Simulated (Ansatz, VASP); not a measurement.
**BN in two plane-wave programs**

One calculation is typed for both programs; each brings its own data sets. How far apart do they land? The cell is taken from a series of runs on this material, whose earlier steps may have relaxed, scaled, displaced or heated it; both programs get it as it stands.

Main program and level: Ansatz 0.2.0; plane waves, with VASP 6.6.1 beside it; zone-centre phonons at LDA.

### 1. The structure

The structure is cubic, space group F-43m (No. 216). The conventional cell has a = 3.580 Å, b = 3.580 Å, c = 3.580 Å, α = 90.00°, β = 90.00°, γ = 90.00°. Nearest to B lie 4 N at 1.55 Å. Nearest to N lie 4 B at 1.55 Å. Farther neighbours and most contacts between anions are not listed.

### 2. Ansatz: zone-centre phonons, LDA

Ansatz runs on its PAW soft_1 files.

Second derivatives magnify differences that forces hide, and they need a tight electronic threshold.

Input file input.yaml:

```yaml
crystal:
  lattice:
    - [0.0, 1.7899253158, 1.7899253158]
    - [1.7899253158, 0.0, 1.7899253158]
    - [1.7899253158, 1.7899253158, 0.0]
  atoms:
    - { symbol: B, position: [0.0, 0.0, 0.0] }
    - { symbol: "N", position: [0.25, 0.25, 0.25] }
total_charge: 0.006882
kpoints:
  mp_grid: { grid: [36, 36, 36] }
hamiltonian:
  xc: lda
  pseudopotentials: { kind: paw, azcp: { folder: soft_1 }, xc_functional: pbe }
scf:
  occupations: { method: fermi_dirac, width: 0.03 }
output:
  eigenvalues: true
phonons:
  method: dfpt
```

Command:

```sh
$ ansatz run input.yaml --threads 8 --pin off --max-ram 16384MiB --backend cpu --events-out ev --progress --plain --runs-dir out
```

Numbers of over 12 decimals in the logs are rounded to 6 here.

The log of the run:

```text
zone centre: on kpoints.mp_grid the ground state, and the responses unless they are solved on pairs of k-points, stand on 3349 of the mesh's 46656 k-points, reduced under 8 symmetry operations, with k and −k counted as one. Each operation leaves every solved displacement unchanged or reverses it
Engine: ansatz 0.2.0, x86_64-unknown-linux-gnu
Pseudopotentials: kind: paw
Pseudopotential: B, paw, valence charge 3, recommended cutoff 420 eV (normal), soft_1/B.paw.azcp
Pseudopotential: N, paw, valence charge 5, recommended cutoff 420 eV (normal), soft_1/N.paw.azcp
Functional definition: SPW92
  exchange = slater_x
  correlation = pw_c
Crystal: 2 atoms, lattice volume = 11.469 Å³
Basis set: ecut = 420 eV, 229 PW (Γ), exchange–correlation on 36×36×36 points (8 copies of the dense FFT grid, shifted against one another)
Bands: 8, of which v1, the nominal top of the filled ones, is band 4 counted from 1 (3 counted from 0)
Symmetry: 24 space group operations
k-points: 3349 of 46656 (irreducible under 8 space group operations, time reversal used)
Non-local potential: B, projectors of the file, l = 0: 2, l = 1: 2, l = 2: 1
Non-local potential: N, projectors of the file, l = 0: 2, l = 1: 2, l = 2: 1
PAW form: soft (Blöchl's): semilocal exchange-correlation on the pseudo side does not see the compensation charge
PAW frozen core: B, regenerated for the run's functional, and the local potential with it (the file was generated under x = pbe(κ = 0.804, μ = 0.219515), c = pbe(β = 0.066725))
PAW frozen core: N, regenerated for the run's functional, and the local potential with it (the file was generated under x = pbe(κ = 0.804, μ = 0.219515), c = pbe(β = 0.066725))
PAW one-centre angular grid: B, 110 points (default); XC on 64 Gauss nodes
PAW one-centre angular grid: N, 110 points (default); XC on 64 Gauss nodes
Initial density: superposition of atomic densities (chi_scale 0.1, normalization cell, long waves kept (reshape's long-wave potential 0.00 eV rms))
Initial wavefunctions: pseudopotential atomic-orbital guess
Functional: x = slater, c = lda
SCF iter   1: F=—  HF=-527.330578 eV  |F-HF|=—  |Δ(HF+E_count)|=         —  Δρ=1.50e-1  dr2=2.05e0  ethr=3.10e-3  ⟨swp⟩=4.7  Hψ=172352  notcnv=0
preconditioner: auto → none  [metal: Δε(μ)=0.020 eV  Ē_g=20.658 eV  σ=0.030 eV  W_gap=0.16  n_scr=0 (ndim 8)  ℏωp=31.0 eV  f_vac=0.000  D(μ)=0.09/eV (n_scr^D=0)]
SCF iter   2: F=—  HF=-526.633415 eV  |F-HF|=—  |Δ(HF+E_count)|=   6.97e-1  Δρ=6.47e-2  dr2=2.67e-1  ethr=3.10e-3  ⟨swp⟩=2.0  Hψ=79510  notcnv=0
SCF iter   3: F=—  HF=-526.558961 eV  |F-HF|=—  |Δ(HF+E_count)|=   7.45e-2  Δρ=2.18e-2  dr2=3.34e-2  ethr=3.10e-3  ⟨swp⟩=3.0  Hψ=52715  notcnv=0
SCF iter   4: F=—  HF=-526.549191 eV  |F-HF|=—  |Δ(HF+E_count)|=   9.77e-3  Δρ=2.90e-3  dr2=3.24e-4  ethr=4.18e-4  ⟨swp⟩=3.0  Hψ=53576  notcnv=0
SCF iter   5: F=—  HF=-526.549171 eV  |F-HF|=—  |Δ(HF+E_count)|=   1.97e-5  Δρ=1.61e-4  dr2=1.27e-6  ethr=4.06e-6  ⟨swp⟩=2.0  Hψ=35821  notcnv=0
SCF iter   6: F=—  HF=-526.549171 eV  |F-HF|=—  |Δ(HF+E_count)|=   1.63e-7  Δρ=1.47e-5  dr2=5.33e-9  ethr=1.59e-8  ⟨swp⟩=2.6  Hψ=40512  notcnv=0
SCF iter   7: F=—  HF=-526.549171 eV  |F-HF|=—  |Δ(HF+E_count)|=  3.16e-11  Δρ=7.88e-7  dr2=3.47e-11  ethr=6.67e-11  ⟨swp⟩=2.0  Hψ=38080  notcnv=0
SCF iter   8: F=-526.549171 eV  HF=-526.549171 eV  |F-HF|=1.14e-13  |Δ(HF+E_count)|=  7.39e-12  Δρ=9.48e-8  dr2=4.09e-13  ethr=1.00e-12  ⟨swp⟩=5.0  Hψ=89309  notcnv=0
SCF 1 converged in 8 iterations: F = -526.549171 eV  dr2 = 4.09e-13
  greatest PAW one-centre occupation: 0.784 electrons in one spin orbital (limit 2), on the N atom at site 1 (counted from 0), in its partial waves of l = 0
DFPT response loops at Γ: preconditioner auto → Kerker (q_TF=auto, 2.569 Å⁻¹) (partly filled bands, converged f_vac=0.000); β = 1.00, the filter's whole step (`scf.mixing.beta` (0.50) is not read by the response loops under this deck's `scf.mixing.preconditioner`; to damp them name `kerker` or `kerker_dos`, under which they read `scf.mixing.beta`, and type it under 1.00, their step now; both keys bind the ground state too); Broyden in place of MSR1
SCF converged after 8 iterations
Free energy (F): -526.549171 eV
Harris-Foulkes:  -526.549171 eV  (|F-HF|=1.14e-13)
Internal energy: -526.548923 eV  (E = F + TS)
E sigma→0 (E₀):  -526.549047 eV
Entropy (-TS):   -0.000248 eV (-0.124 meV/atom)
Fermi energy:    11.273194 eV
--- Per-component energies (eV) ---
  E_band       = 27.225154
  E_kinetic    = 184.745733
  E_local      = -156.955282  (includes V_loc(G=0)·N_el)
  E_nonlocal   = 44.143398
  E_hartree    = 47.709266
  E_xc         = -92.702888
  E_vxc        = -115.087802  (∫ρ·V_xc dr)
  E_paw        = -191.712439  (= ΣΔE_a)
  E_vpaw       = -25.040342  (= ΣTr[D̂ρ^β])
  E_aug_tail   = 0.000920  (compensation charges beyond the density's cutoff)
  E_ewald      = -361.903510
  E_core_change = 0.125878  (= ΣΔE_core)
  E_smearing   = -0.000248  (= −TS)
  E_closure    = -0.000000  (closes the sum)
  E_deformation_potential = 0.147288  (in the stress; not in F)
  Σ components = -526.549171   (vs F -526.549171, Δ=0.00e0)
--- Band table (eV; the first three rows and the last of 3349) ---
  k-point 0: bands = ["-9.0245", "11.3816", "11.3816", "11.3816", "20.2187", "20.2187", "20.2187", "22.2764"]
  k-point 1: bands = ["-9.0052", "11.2696", "11.3590", "11.3590", "20.2520", "20.2520", "20.2552", "22.3355"]
  k-point 2: bands = ["-8.9472", "10.9518", "11.2950", "11.2950", "20.3489", "20.3489", "20.3528", "22.5108"]
  k-point 3348: bands = ["-2.8322", "3.7548", "4.1407", "4.6190", "20.9550", "24.9588", "25.8228", "26.5004"]
--- Phonons (Γ-DFPT): 2 representative perturbations + reference, on 3349 of 46656 k-points (Σ response iterations 6) ---
  k mesh reduced under 8 symmetry operations, with k and −k counted as one. Each operation leaves every solved displacement unchanged or reverses it
  ASR residual: 9.196e-6 → 0.000e0 eV/Å²; symmetrization residual: 6.105e-8 eV/Å²
  ASR residual per site (eV/Å²): 9.20e-6 4.55e-6
  Γ frequencies (cm⁻¹): 0.00 0.00 0.00 984.91 984.91 984.91
  non-analytic LO–TO correction: not included (Born effective charges unavailable; polar crystals: no LO–TO splitting at Γ)
```

In the SCF lines HF is the Harris–Foulkes energy and dr2 the Hartree energy of the density residual, in eV; the loop may stop once dr2 is under the threshold and the program's other checks hold. Hψ counts applications of the Hamiltonian.

### 3. VASP: zone-centre phonons, LDA

The same cell, functional (in two slightly different forms), mesh and smearing now go to VASP, with its own data sets.

Lines of VASP's logs that name or quote its potential files are left out, and so is its time.

Input file INCAR:

```
SYSTEM = BN
PREC = Accurate
ENCUT = 600
EDIFF = 1E-08
NELM = 120
ISMEAR = -1
SIGMA = 0.03
LREAL = .FALSE.
ALGO = Normal
GGA = PW92
NELECT = 7.993118
NBANDS = 9
LORBIT = 11
LWAVE = .FALSE.
LCHARG = .FALSE.
ISIF = 2
IBRION = 8
LASPH = .TRUE.
GGA_COMPAT = .FALSE.
KPAR = 2
```

Input file POSCAR:

```
BN
1.0
    0.0000000000      1.7899253158      1.7899253158
    1.7899253158      0.0000000000      1.7899253158
    1.7899253158      1.7899253158      0.0000000000
B N
1 1
Direct
    0.0000000000      0.0000000000      0.0000000000
    0.2500000000      0.2500000000      0.2500000000
```

Input file KPOINTS:

```
Automatic mesh
0
Gamma
36 36 36
0 0 0
```

PAW data sets: B and N (LDA family, release 64).

Command:

```sh
$ mpirun -np 2 vasp_std
```

The log of the run:

```text
[banner, memory and clock lines left out]
running    2 mpi-ranks, on    1 nodes
 distrk:  each k-point on    1 cores,    2 groups
 distr:  one band on    1 cores,    1 groups

 POSCAR found type information on POSCAR B N
 POSCAR found :  2 types and       2 ions
|                                                                             |
|               ----> ADVICE to this user running VASP <----                  |
|                                                                             |
|     You enforced a specific xc type in the INCAR file but a different       |
|     [... a line on the potential file left out ...]
|     I HOPE YOU KNOW WHAT YOU ARE DOING!                                     |
|                                                                             |

 LDA part: xc-table for (Slater(with rela. corr.)+PW92), standard interpolation
 POSCAR, INCAR and KPOINTS ok, starting setup
 FFT: planning ... GRIDC
 FFT: planning ... GRID_SOFT
 FFT: planning ... GRID
 WAVECAR not read
 entering main loop
       N       E                     dE             d eps       ncg     rms          rms(c)
DAV:   1     0.101151529212E+02    0.10115E+02   -0.48234E+03 23073   0.850E+02
DAV:   2    -0.202683347245E+02   -0.30383E+02   -0.29379E+02 28205   0.171E+02
DAV:   3    -0.206654710344E+02   -0.39714E+00   -0.39583E+00 25285   0.185E+01
DAV:   4    -0.206660214571E+02   -0.55042E-03   -0.55039E-03 24258   0.748E-01
DAV:   5    -0.206660219748E+02   -0.51772E-06   -0.51693E-06 24531   0.236E-02BRMIX: very serious problems
 the old and the new charge density differ
 old charge density:     8.00000 new    7.99312
BRMIX: very serious problems
 the old and the new charge density differ
 old charge density:     8.00000 new    7.99312
    0.663E+00
DAV:   6    -0.196417992170E+02    0.10242E+01   -0.33605E+00 22859   0.125E+01    0.315E+00
DAV:   7    -0.195232889704E+02    0.11851E+00   -0.10641E-01 23256   0.299E+00    0.178E+00
DAV:   8    -0.194911086162E+02    0.32180E-01   -0.56339E-02 23012   0.176E+00    0.187E-01
DAV:   9    -0.194909501263E+02    0.15849E-03   -0.81380E-04 23194   0.281E-01    0.812E-02
DAV:  10    -0.194909336445E+02    0.16482E-04   -0.46420E-05 23433   0.743E-02    0.131E-02
DAV:  11    -0.194909341518E+02   -0.50726E-06   -0.22388E-06 23945   0.116E-02    0.568E-03
DAV:  12    -0.194909340337E+02    0.11808E-06   -0.69180E-07 23293   0.566E-03    0.260E-04
DAV:  13    -0.194909340348E+02   -0.10800E-08   -0.11488E-08 11949   0.122E-03
   1 F= -.19490934E+02 E0= -.19490810E+02  d E =-.247879E-03
 Linear response reoptimize wavefunctions to high precision
DAV:   1    -0.194909340348E+02    0.20805E-10   -0.28561E-10 13477   0.232E-04
 Linear response DOF=           2
 Linear response progress:
  Degree of freedom:   1/  2
       N       E                     dE             d eps       ncg     rms          rms(c)
RMM:   1    -0.417826902052E-01   -0.41783E-01   -0.23730E-02293228   0.151E+00
RMM:   2    -0.367264746380E-01    0.50562E-02   -0.10142E-03176997   0.273E-01    0.171E-01
RMM:   3    -0.366504163481E-01    0.76058E-04   -0.19858E-04178190   0.107E-01    0.943E-02
RMM:   4    -0.370524823727E-01   -0.40207E-03   -0.22698E-04175697   0.118E-01    0.821E-03
RMM:   5    -0.370414384006E-01    0.11044E-04   -0.57912E-06180525   0.936E-03    0.123E-03
RMM:   6    -0.370390680293E-01    0.23704E-05   -0.43549E-07180540   0.663E-04    0.480E-04
RMM:   7    -0.370364890697E-01    0.25790E-05   -0.48337E-08182919   0.503E-04    0.491E-05
RMM:   8    -0.370366288318E-01   -0.13976E-06   -0.95300E-08185008   0.462E-05    0.135E-05
RMM:   9    -0.370365458132E-01    0.83019E-07   -0.12402E-07191261   0.235E-05    0.996E-07
RMM:  10    -0.370365485478E-01   -0.27347E-08   -0.14834E-07126162   0.119E-05    0.437E-07
RMM:  11    -0.370365481027E-01    0.44513E-09   -0.13759E-07106100   0.117E-05    0.141E-08
 first order change of Fermi-energy  -0.84301E-05
 force on displaced ion       1 direction 1 : -22.159  -0.000  -0.000
 Linear response progress:
  Degree of freedom:   2/  2
       N       E                     dE             d eps       ncg     rms          rms(c)
RMM:   1    -0.230314280559E+00   -0.23031E+00    0.10038E-01236766   0.369E+00
RMM:   2    -0.224285064435E+00    0.60292E-02   -0.21654E-03176589   0.500E-01    0.236E-01
RMM:   3    -0.225292058609E+00   -0.10070E-02   -0.47489E-04160313   0.191E-01    0.127E-01
RMM:   4    -0.227431754856E+00   -0.21397E-02   -0.45759E-04157212   0.187E-01    0.236E-02
RMM:   5    -0.227489872020E+00   -0.58117E-04   -0.72574E-06179775   0.279E-02    0.998E-04
RMM:   6    -0.227500605523E+00   -0.10734E-04    0.39080E-08176703   0.157E-03    0.427E-04
RMM:   7    -0.227498461989E+00    0.21435E-05    0.83783E-08182637   0.528E-04    0.547E-05
RMM:   8    -0.227498426783E+00    0.35206E-07    0.73409E-08178593   0.559E-05    0.248E-05
RMM:   9    -0.227498320751E+00    0.10603E-06    0.80681E-08189449   0.441E-05    0.107E-06
RMM:  10    -0.227498314347E+00    0.64040E-08    0.85021E-08147880   0.271E-05    0.440E-07
 first order change of Fermi-energy   0.14416E-03
 force on displaced ion       2 direction 1 : -22.151   0.000   0.000
 Linear response finished
```

Parts of OUTCAR (step 3):

```text
NELECT = 7.993118

 ion  position               nearest neighbor table
   1  0.000  0.000  0.000-   2 1.55   2 1.55   2 1.55   2 1.55
   2  0.250  0.250  0.250-   1 1.55   1 1.55   1 1.55   1 1.55

  LATTYP: Found a face centered cubic cell.
 ALAT       =     3.5798506316

 Subroutine GETGRP returns: Found 24 space group operations
 (whereof 24 operations were pure point group operations)

The static configuration has the point symmetry T_d .

 Found   1240 irreducible k-points:

   k-points           NKPTS =   1240   k-points in BZ     NKDIM =   1240   number of bands    NBANDS=      9

   dimension x,y,z NGX =    20 NGY =   20 NGZ =   20
   dimension x,y,z NGXF=    40 NGYF=   40 NGZF=   40

   ENCUT  =  600.0 eV  44.10 Ry    6.64 a.u.   5.06  5.06  5.06*2*pi/ulx,y,z

 k-points in reciprocal lattice and weights: Automatic mesh
   0.00000000  0.00000000  0.00000000       0.000
   0.02777778  0.00000000  0.00000000       0.000
   0.05555556  0.00000000  0.00000000       0.000
   0.08333333  0.00000000  0.00000000       0.000
   0.11111111  0.00000000  0.00000000       0.000
   0.13888889  0.00000000  0.00000000       0.000
   0.16666667  0.00000000  0.00000000       0.000
   0.19444444  0.00000000  0.00000000       0.000
   0.22222222  0.00000000  0.00000000       0.000
[...]
-0.27777778  0.50000000  0.22222222       0.000
  -0.25000000  0.50000000  0.25000000       0.000

 average (electrostatic) potential at core
       1 -29.1716       2 -59.7908

  Total       -0.0598028     -0.0598028     -0.0598028     -0.0000000      0.0000000     -0.0000000
  in kB       -8.3540494     -8.3540494     -8.3540494     -0.0000000      0.0000000     -0.0000000
  external PRESSURE =      -8.3540494 kB  Pullay stress =       0.0000000 kB

  energy-cutoff  :      600.00
  volume of cell :       11.47
      direct lattice vectors                 reciprocal lattice vectors
     0.000000000  1.789925316  1.789925316    -0.279341264  0.279341264  0.279341264
     1.789925316  0.000000000  1.789925316     0.279341264 -0.279341264  0.279341264
     1.789925316  1.789925316  0.000000000     0.279341264  0.279341264 -0.279341264

 POSITION                                       TOTAL-FORCE (eV/Angst)
 -----------------------------------------------------------------------------------
      0.00000      0.00000      0.00000         0.000000      0.000000      0.000000
      0.89496      0.89496      0.89496        -0.000000     -0.000000     -0.000000
 -----------------------------------------------------------------------------------
    total drift:                               -0.000000     -0.000000     -0.000000

 Eigenvectors and eigenvalues of the dynamical matrix
 ----------------------------------------------------

   1 f  =   29.792716 THz   187.193155 2PiTHz  993.778036 cm-1   123.212718 meV
             X         Y         Z           dx          dy          dz
      0.000000  0.000000  0.000000     0.000000    0.751248    0.000000
      0.894963  0.894963  0.894963     0.000000   -0.660021    0.000000

   2 f  =   29.792716 THz   187.193155 2PiTHz  993.778036 cm-1   123.212718 meV
             X         Y         Z           dx          dy          dz
      0.000000  0.000000  0.000000     0.751248    0.000000    0.000000
      0.894963  0.894963  0.894963    -0.660021    0.000000    0.000000

   3 f  =   29.792716 THz   187.193155 2PiTHz  993.778036 cm-1   123.212718 meV
             X         Y         Z           dx          dy          dz
      0.000000  0.000000  0.000000     0.000000    0.000000    0.751248
      0.894963  0.894963  0.894963     0.000000    0.000000   -0.660021

   4 f/i=    0.002689 THz     0.016893 2PiTHz    0.089680 cm-1     0.011119 meV
             X         Y         Z           dx          dy          dz
      0.000000  0.000000  0.000000    -0.660021    0.000000    0.000000
      0.894963  0.894963  0.894963    -0.751248    0.000000    0.000000

   5 f/i=    0.002689 THz     0.016893 2PiTHz    0.089680 cm-1     0.011119 meV
             X         Y         Z           dx          dy          dz
      0.000000  0.000000  0.000000     0.000000   -0.660021    0.000000
      0.894963  0.894963  0.894963     0.000000   -0.751248    0.000000

   6 f/i=    0.002689 THz     0.016893 2PiTHz    0.089680 cm-1     0.011119 meV
             X         Y         Z           dx          dy          dz
      0.000000  0.000000  0.000000     0.000000    0.000000   -0.660021
      0.894963  0.894963  0.894963     0.000000    0.000000   -0.751248

 ELASTIC MODULI CONTR FROM IONIC RELAXATION (kBar)
 Direction    XX          YY          ZZ          XY          YZ          ZX
 --------------------------------------------------------------------------------
 XX          -0.0000      0.0000      0.0000     -0.0000      0.0000      0.0000
 YY           0.0000     -0.0000      0.0000     -0.0000     -0.0000     -0.0000
 ZZ           0.0000      0.0000     -0.0000      0.0000     -0.0000      0.0000
 XY          -0.0000     -0.0000      0.0000    -80.4840     -0.0000      0.0000
 YZ           0.0000     -0.0000     -0.0000     -0.0000    -80.4840     -0.0000
 ZX           0.0000     -0.0000      0.0000      0.0000     -0.0000    -80.4840
 --------------------------------------------------------------------------------
```

The cell is charged against a uniform background.

### 4. Side by side

Known differences besides the potentials themselves: the cutoff is 420 eV in Ansatz and 600 eV in VASP; VASP's log shows a relativistic correction to its local exchange, Ansatz's none. Total energies have different zeros and are not compared.

The two programs side by side:

```tsv
quantity	Ansatz	VASP	difference
optical mode 1 to 3 (cm⁻¹)	984.9	993.8	-0.89 %
```

Modes are paired by rising frequency, not by their patterns, so a pair may set unlike modes beside each other; they are those without the splitting of longitudinal modes. The cell carries a charge of +0.006882 e against a uniform background, so its pressure also hangs on how the neutralising background is counted, and in a defect's cell a gap may be the spacing between its levels.

### 5. Results

```json
{
 "r.m.s. difference of the optical zone-centre modes, each program's sorted by frequency (zone-centre phonons, LDA)": "8.9 cm⁻¹",
 "difference in optical mode 1 to 3 (zone-centre phonons, LDA)": "-0.9 %"
}
```

In words: The r.m.s. difference of the optical zone-centre modes, each program's sorted by frequency is 8.9 cm⁻¹ (zone-centre phonons, LDA). Among the rows given in per cent, the largest difference of the zone-centre phonons, LDA pair is in optical mode 1 to 3, -0.9 %. Such differences can come from data sets, numerical settings and the points named under the comparisons, not from the functional's error against experiment.

[Lines on the potential files, build, host, timing and source positions are cut from VASP's logs without a mark.]

[Logs are printed without paths, hosts, clocks, repeated set-up lines and the standing remarks that a program may print on its own settings, such as how far it seeks lower states.]

[Hosts, paths, dates, database ids (printed as entryN), source tags and the programs' standing remarks are cut or masked in the printed files.]
